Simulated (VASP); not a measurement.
Method: r2SCAN+rVV10, VASP's PBE PAW potentials (set 64) (plane waves; VASP 6.6.1).

Gaps are without spin-orbit coupling.

The volume per atom comes out as 26.51 Å³/atom, the band gap (over mesh and band path) is 0.96 eV and the smallest direct gap (over mesh and band path) is 1.48 eV.

Question: Which relaxed crystal gives these values?
A) NaF, Fm-3m (225)
B) SnSe2, P-3m1 (164)
C) SiC, F-43m (216)
D) GaSb, F-43m (216)

Answer: B, SnSe2, P-3m1 (164)
